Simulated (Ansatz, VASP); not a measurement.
# SiO2 in two plane-wave programs, part 2 of 2

One calculation is typed for both programs; each brings its own data sets. How far apart do they land? The cell is taken from a series of runs on this material, whose earlier steps may have relaxed, scaled, displaced or heated it; both programs get it as it stands.

VASP 6.6.1 and Ansatz 0.2.0.

So far: The starting structure; Ansatz: G0W0 gap, LDA.

## Step 3: VASP: G0W0 gap, LDA

Level of this step: G0W0 on LDA; plane waves and PAW (Si_GW, O_GW) (VASP).

The same cell, functional (in two slightly different forms) and mesh now go to VASP, with its own data sets.

Lines of VASP's logs that name or quote its potential files are left out, and so is its time.

The run reads the wave functions of an earlier VASP run, which isn't shown here.

Input file INCAR:

```
SYSTEM = SiO2
PREC = Accurate
ENCUT = 440
ISMEAR = 0
SIGMA = 0.01
LREAL = .FALSE.
GGA = CA
NBANDS = 336
ALGO = EVGW0
NELMGW = 1
ENCUTGW = 140
NOMEGA = 64
PRECFOCK = Fast
NBANDSGW = 24
LWAVE = .FALSE.
LCHARG = .FALSE.
```

Input file POSCAR:

```
SiO2
1.0
   -2.3740500000      2.3740500000      3.8563200000
    2.3740500000     -2.3740500000      3.8563200000
    2.3740500000      2.3740500000     -3.8563200000
Si O
2 4
Direct
    0.0000000000      0.0000000000      0.0000000000
    0.7500000000      0.2500000000      0.5000000000
    0.9830423018      0.6250000000      0.8580423018
    0.3750000000      0.2330423018      0.3580423018
    0.7669576982      0.1250000000      0.1419576982
    0.8750000000      0.0169576982      0.6419576982
```

Input file KPOINTS:

```
Automatic mesh
0
Gamma
4 4 4
0 0 0
```

Potentials, in the order of the species: Si_GW and O_GW (LDA family, release 64).

Launch:

```bash
> mpirun -np 8 vasp_std
```

Numbers of over 12 decimals in the logs are rounded to 6 here.

The log of the run:

```text
[banner, memory and clock lines left out]
running    8 mpi-ranks, on    1 nodes
 distrk:  each k-point on    8 cores,    1 groups
 distr:  one band on    1 cores,    8 groups

 POSCAR found type information on POSCAR SiO
 POSCAR found :  2 types and       6 ions
|                                                                             |
|           W    W    AA    RRRRR   N    N  II  N    N   GGGG   !!!           |
|           W    W   A  A   R    R  NN   N  II  NN   N  G    G  !!!           |
|           W    W  A    A  R    R  N N  N  II  N N  N  G       !!!           |
|           W WW W  AAAAAA  RRRRR   N  N N  II  N  N N  G  GGG   !            |
|           WW  WW  A    A  R   R   N   NN  II  N   NN  G    G                |
|           W    W  A    A  R    R  N    N  II  N    N   GGGG   !!!           |
|                                                                             |
|     For optimal performance we recommend to set                             |
|       NCORE = 2 up to number-of-cores-per-socket                            |
|     NCORE specifies how many cores store one orbital (NPAR=cpu/NCORE).      |
|     This setting can greatly improve the performance of VASP for DFT.       |
|     The default, NCORE=1 might be grossly inefficient on modern             |
|     multi-core architectures or massively parallel machines. Do your        |
|     Unfortunately you need to use the default for GW and RPA                |
|     calculations (for HF NCORE is supported but not extensively tested      |
|     yet).                                                                   |
|                                                                             |

|                                                                             |
|           W    W    AA    RRRRR   N    N  II  N    N   GGGG   !!!           |
|           W    W   A  A   R    R  NN   N  II  NN   N  G    G  !!!           |
|           W    W  A    A  R    R  N N  N  II  N N  N  G       !!!           |
|           W WW W  AAAAAA  RRRRR   N  N N  II  N  N N  G  GGG   !            |
|           WW  WW  A    A  R   R   N   NN  II  N   NN  G    G                |
|           W    W  A    A  R    R  N    N  II  N    N   GGGG   !!!           |
|                                                                             |
|     The default for ENCUTGWSOFT is different in this version of VASP.       |
|     please manually set ENCUTGWSOFT =140 in the INCAR file.                 |
|                                                                             |

 LDA part: xc-table for (Slater(with rela. corr.)+CA(PZ))
 , standard interpolation
 found WAVECAR, reading the header
 POSCAR, INCAR and KPOINTS ok, starting setup
 FFT: planning ... GRIDC
 FFT: planning ... GRID_SOFT
 FFT: planning ... GRID
 reading WAVECAR
 the WAVECAR file was read successfully
 initial charge from wavefunction
 available memory per node:     77.53 GB, setting MAXMEM to     79390

 The Fermi energy was updated, please check that it is located mid-gap
 values below the HOMO (VB) or above the LUMO (CB) will cause erroneous energies
 E-fermi :   2.2348

 calculate exact exchange contribution
 the WAVEDER file was read successfully
energies w=
    0.000    0.000    0.505    0.000    1.009    0.000    1.510    0.000
    2.008    0.000    2.503    0.000    2.991    0.000    3.475    0.000
    3.952    0.000    4.423    0.000    4.887    0.000    5.345    0.000
    5.797    0.000    6.242    0.000    6.682    0.000    7.117    0.000
    7.547    0.000    7.974    0.000    8.397    0.000    8.818    0.000
    9.237    0.000    9.656    0.000   10.075    0.000   10.495    0.000
   10.917    0.000   11.343    0.000   11.773    0.000   12.209    0.000
   12.652    0.000   13.104    0.000   13.565    0.000   14.039    0.000
   14.526    0.000   15.029    0.000   15.550    0.000   16.092    0.000
   16.658    0.000   17.250    0.000   17.873    0.000   18.531    0.000
   19.229    0.000   19.973    0.000   20.770    0.000   21.627    0.000
   22.555    0.000   23.565    0.000   24.671    0.000   25.889    0.000
   27.242    0.000   28.755    0.000   30.462    0.000   32.405    0.000
   34.639    0.000   37.239    0.000   40.305    0.000   43.976    0.000
   48.451    0.000   54.026    0.000   61.160    0.000   70.604    0.000
   83.680    0.000  102.951    0.000  134.116    0.000  192.943    0.000
 responsefunction array rank=     344
 LDA part: xc-table for (Slater(with rela. corr.)+CA(PZ))
 , standard interpolation

 min. memory requirement per mpi rank    337.7 MB, per node   2701.6 MB

 allocating   8 responsefunctions rank=   344
 shmem allocating  64 responsefunctions rank=   344
 response function shared by NCSHMEM nodes    1
 Doing            8  frequencies on each core in blocks of           64
NQ=   1    0.0000    0.0000    0.0000,
|.........|.........|.........|.........|.........|.........|.........|.........
 performed        865000 updates of chi_q(r,r)
 total number of BLAS operations        721.98 Gflops
NQ=   2    0.2500    0.0000    0.0000,
|.........|.........|.........|.........|.........|.........|.........|.........
 performed       2423000 updates of chi_q(r,r)
 total number of BLAS operations       2038.93 Gflops
NQ=   3    0.5000    0.0000    0.0000,
|.........|.........|.........|.........|.........|.........|.........|.........
 performed       3707000 updates of chi_q(r,r)
 total number of BLAS operations       3144.34 Gflops
NQ=   4    0.2500    0.2500    0.0000,
|.........|.........|.........|.........|.........|.........|.........|.........
 performed       5136000 updates of chi_q(r,r)
 total number of BLAS operations       4344.85 Gflops
NQ=   5    0.5000    0.2500    0.0000,
|.........|.........|.........|.........|.........|.........|.........|.........
 performed       6823000 updates of chi_q(r,r)
 total number of BLAS operations       5797.28 Gflops
NQ=   6   -0.2500    0.2500    0.0000,
|.........|.........|.........|.........|.........|.........|.........|.........
 performed       8123000 updates of chi_q(r,r)
 total number of BLAS operations       6902.95 Gflops
NQ=   7    0.5000    0.5000    0.0000,
|.........|.........|.........|.........|.........|.........|.........|.........
 performed       9149000 updates of chi_q(r,r)
 total number of BLAS operations       7775.53 Gflops
NQ=   8    0.2500    0.2500    0.2500,
|.........|.........|.........|.........|.........|.........|.........|.........
 performed      10062000 updates of chi_q(r,r)
 total number of BLAS operations       8580.96 Gflops
NQ=   9   -0.2500    0.2500    0.2500,
|.........|.........|.........|.........|.........|.........|.........|.........
 performed      11362000 updates of chi_q(r,r)
 total number of BLAS operations       9679.87 Gflops
NQ=  10    0.5000    0.5000    0.2500,
|.........|.........|.........|.........|.........|.........|.........|.........
 performed      12662000 updates of chi_q(r,r)
 total number of BLAS operations      10785.55 Gflops
NQ=  11   -0.2500    0.5000    0.2500,
|.........|.........|.........|.........|.........|.........|.........|.........
 performed      14220000 updates of chi_q(r,r)
 total number of BLAS operations      12184.79 Gflops
NQ=  12   -0.2500   -0.2500    0.2500,
|.........|.........|.........|.........|.........|.........|.........|.........
 performed      15262000 updates of chi_q(r,r)
 total number of BLAS operations      13120.69 Gflops
NQ=  13    0.5000    0.5000    0.5000,
|.........|.........|.........|.........|.........|.........|.........|.........
 performed      16127000 updates of chi_q(r,r)
 total number of BLAS operations      13939.60 Gflops
 resolving degeneracies of screened two electron integrals

 calculate QP shifts <psi_nk| G(iteration)W_0 |psi_nk>: iteration 1
 entering main loop
```

From OUTCAR (step 3):

```text
ion  position               nearest neighbor table
   1  0.000  0.000  0.000-   4 1.61   3 1.61   5 1.61   6 1.61   2 3.06   2 3.06   2 3.06   2 3.06

  LATTYP: Found a body centered tetragonal cell.
 ALAT       =     4.7481000000
 C/A-ratio  =     1.6243634296

 Subroutine GETGRP returns: Found  8 space group operations
 (whereof  4 operations were pure point group operations)

The static configuration has the point symmetry S_4 .
 The point group associated with its full space group is D_2d.

 Found     13 irreducible k-points:

   k-points           NKPTS =     13   k-points in BZ     NKDIM =     64   number of bands    NBANDS=    336

   dimension x,y,z NGX =    36 NGY =   36 NGZ =   36
   dimension x,y,z NGXF=    72 NGYF=   72 NGZF=   72

   ENCUT  =  440.0 eV  32.34 Ry    5.69 a.u.   8.75  8.75  8.75*2*pi/ulx,y,z

   NELECT =      32.0000    total number of electrons

  energy-cutoff  :      440.00
  volume of cell :       86.94
      direct lattice vectors                 reciprocal lattice vectors
    -2.374050000  2.374050000  3.856320000     0.000000000  0.210610560  0.129657290
     2.374050000 -2.374050000  3.856320000     0.210610560  0.000000000  0.129657290
     2.374050000  2.374050000 -3.856320000     0.210610560  0.210610560  0.000000000

 k-points in reciprocal lattice and weights: Automatic mesh
   0.00000000  0.00000000  0.00000000       0.016
   0.25000000  0.00000000  0.00000000       0.125
   0.50000000  0.00000000  0.00000000       0.062
   0.25000000  0.25000000  0.00000000       0.125
   0.50000000  0.25000000  0.00000000       0.250
  -0.25000000  0.25000000  0.00000000       0.062
   0.50000000  0.50000000  0.00000000       0.031
   0.25000000  0.25000000  0.25000000       0.031
  -0.25000000  0.25000000  0.25000000       0.062
   0.50000000  0.50000000  0.25000000       0.062
  -0.25000000  0.50000000  0.25000000       0.125
  -0.25000000 -0.25000000  0.25000000       0.031
   0.50000000  0.50000000  0.50000000       0.016

 E-fermi :   2.2348

 QP shifts <psi_nk| G(iteration)W_0 |psi_nk>: iteration 1
 for sc-GW calculations column KS-energies equals QP-energies in previous step
 and V_xc(KS)=  KS-energies - (<T + V_ion + V_H > + <T+V_H+V_ion>^1  + <V_x>^1)
 k-point   1 :       0.0000    0.0000    0.0000
  band No.  KS-energies  QP-energies   sigma(KS)   V_xc(KS)     V^pw_x(r,r')   Z            occupation Imag(sigma)
    ...
     13      -2.1906      -3.9818     -21.1500     -18.9126     -24.7783       0.8005       2.0000       0.0558
     14      -1.5354      -3.3582     -21.1080     -18.8218     -24.8349       0.7973       2.0000       0.0546
     15      -0.6011      -2.3053     -21.6442     -19.5169     -25.3320       0.8011       2.0000       0.0515
     16      -0.6011      -2.3053     -21.6442     -19.5169     -25.3320       0.8011       2.0000       0.0515
     17       5.0707       6.5312      -8.4343     -10.1201      -5.4432       0.8663       0.0000      -0.0342
     18       7.8208       9.5939      -7.6452      -9.6986      -4.1441       0.8635       0.0000      -0.0453
     19       9.8714      12.0740      -9.4107     -12.0280      -5.3233       0.8416       0.0000      -0.0562
     20       9.8714      12.0740      -9.4107     -12.0280      -5.3233       0.8416       0.0000      -0.0562
    ...

 k-point   2 :       0.2500    0.0000    0.0000
  band No.  KS-energies  QP-energies   sigma(KS)   V_xc(KS)     V^pw_x(r,r')   Z            occupation Imag(sigma)
    ...
     13      -2.1493      -3.9871     -20.8257     -18.5234     -24.4926       0.7982       2.0000       0.0561
     14      -1.4951      -3.2879     -21.3258     -19.0816     -25.0422       0.7988       2.0000       0.0544
     15      -0.7611      -2.4756     -21.6276     -19.4850     -25.3219       0.8002       2.0000       0.0522
     16      -0.6782      -2.3957     -21.5288     -19.3856     -25.2103       0.8014       2.0000       0.0514
     17       5.9762       7.5512      -8.9259     -10.7451      -5.9284       0.8657       0.0000      -0.0379
     18       8.3934      10.2152      -7.9702     -10.0913      -4.4695       0.8589       0.0000      -0.0458
     19       8.9842      11.0497      -9.2357     -11.6665      -5.4925       0.8497       0.0000      -0.0500
     20       9.6428      11.7856      -9.6555     -12.1997      -5.8677       0.8422       0.0000      -0.0529
    ...

 k-point   3 :       0.5000    0.0000    0.0000
  band No.  KS-energies  QP-energies   sigma(KS)   V_xc(KS)     V^pw_x(r,r')   Z            occupation Imag(sigma)
    ...
     13      -2.0577      -3.9359     -20.6801     -18.3173     -24.4330       0.7949       2.0000       0.0574
     14      -1.3889      -3.1474     -21.4771     -19.2765     -25.1688       0.7991       2.0000       0.0541
     15      -1.1007      -2.8355     -21.5540     -19.3843     -25.2464       0.7996       2.0000       0.0535
     16      -0.7465      -2.4735     -21.4145     -19.2590     -25.0873       0.8012       2.0000       0.0514
     17       7.4456       9.3294      -9.9055     -12.1128      -6.4718       0.8535       0.0000      -0.0450
     18       8.0500       9.7003      -8.1539     -10.0692      -5.1735       0.8616       0.0000      -0.0404
     19       8.9680      10.7319      -7.7571      -9.8097      -4.3813       0.8593       0.0000      -0.0456
     20       9.3126      11.4228      -9.8685     -12.3715      -6.2827       0.8431       0.0000      -0.0497
    ...

 k-point   4 :       0.2500    0.2500    0.0000
  band No.  KS-energies  QP-energies   sigma(KS)   V_xc(KS)     V^pw_x(r,r')   Z            occupation Imag(sigma)
    ...
     13      -2.0469      -3.9052     -20.6891     -18.3577     -24.3631       0.7970       2.0000       0.0561
     14      -1.6816      -3.4841     -21.2350     -18.9768     -24.9377       0.7982       2.0000       0.0550
     15      -0.9234      -2.6611     -21.5052     -19.3322     -25.2069       0.7997       2.0000       0.0528
     16      -0.7600      -2.4742     -21.6284     -19.4877     -25.3237       0.8007       2.0000       0.0522
     17       7.0688       8.7823      -9.3331     -11.3306      -6.2201       0.8578       0.0000      -0.0405
     18       8.6886      10.4703      -7.8887      -9.9640      -4.4817       0.8585       0.0000      -0.0457
     19       8.8458      10.8206      -9.3002     -11.6252      -5.8324       0.8494       0.0000      -0.0472
     20       9.2037      11.2609      -9.5343     -11.9683      -5.9408       0.8452       0.0000      -0.0495
    ...

[... 4 further parts left out ...]
```

## Step 4: Comparison

Known differences besides the potentials themselves: the two LDA forms differ slightly; fixed occupations in Ansatz, narrow Gaussian smearing in VASP; the cutoff is 420 eV in Ansatz and 440 eV in VASP; VASP's log shows a relativistic correction to its local exchange, Ansatz's none; Ansatz integrates over frequency by contour deformation, VASP on a grid of NOMEGA points; Ansatz's G0W0 levels solve the quasiparticle equation, VASP's are linearised. Total energies have different zeros and are not compared.

Compared:

| quantity | Ansatz | VASP | difference |
| --- | --- | --- | --- |
| G0W0 gap on the mesh (eV) | 8.87 | 8.84 | +0.03 |
| Kohn-Sham gap under it (eV) | 5.67 | 5.67 | 0.00 |

## Step 5: Summary of results

| Property | Result |
| --- | --- |
| difference in G0W0 gap on the mesh (G0W0 gap, LDA) | 0.029 eV |

In words: The difference in G0W0 gap on the mesh is 0.029 eV (G0W0 gap, LDA). Such differences can come from data sets, numerical settings and the points named under the comparisons, not from the functional's error against experiment.

[Lines on the potential files, build, host, timing and source positions are cut from VASP's logs without a mark.]

[Logs are printed without paths, hosts, clocks, repeated set-up lines and the standing remarks that a program may print on its own settings, such as how far it seeks lower states.]

[Hosts, paths, dates, database ids (printed as entryN), source tags and the programs' standing remarks are cut or masked in the printed files.]
